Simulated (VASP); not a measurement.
Crystal: GaN.

```
Ga N
1.0
     3.18000    0.00000    0.00000
    -1.59000    2.75396    0.00000
     0.00000    0.00000    5.16600
Ga N
2 2
Direct
  0.33333 0.66667 0.00000
  0.66667 0.33333 0.50000
  0.33333 0.66667 0.37500
  0.66667 0.33333 0.87500
```

- Program: VASP 6.6.1
- Task: relaxation of cell and atoms
- Functional: LDA
- Potentials or basis: VASP PAW LDA potentials, release 64 (Ga_d, N)
- Cutoff: 600 eV
- k mesh: 12 × 12 × 5
- Occupations: gaussian, width 0.03 eV
- Spin: no spin polarisation

At the start: pressure -3.5 GPa; volume 11.31 Å³/atom.

Q: Where does the relaxation end?

A: Over 3 steps the energy falls by 2.7 meV/atom and the volume is 11.10 Å³/atom (-1.8 %); space group P6_3mc (No. 186, to 0.05 Å).

The path:
| step | energy change (eV) | largest force (eV/Å) | pressure (GPa) | volume (Å³) |
| --- | --- | --- | --- | --- |
| 1 | 0.0000 | 0.1277 | -3.52 | 45.24 |
| 2 | -0.0003 | 0.1151 | 3.81 | 43.63 |
| 3 | -0.0109 | 0.0097 | 0.01 | 44.42 |

Final structure:
```
Ga N
1.0
     3.15658    0.00000    0.00000
    -1.57829    2.73368    0.00000
     0.00000    0.00000    5.14741
Ga N
2 2
Cartesian
  0.0000 1.8225 5.1443
  1.5783 0.9112 2.5706
  0.0000 1.8225 1.9334
  1.5783 0.9112 4.5071
```
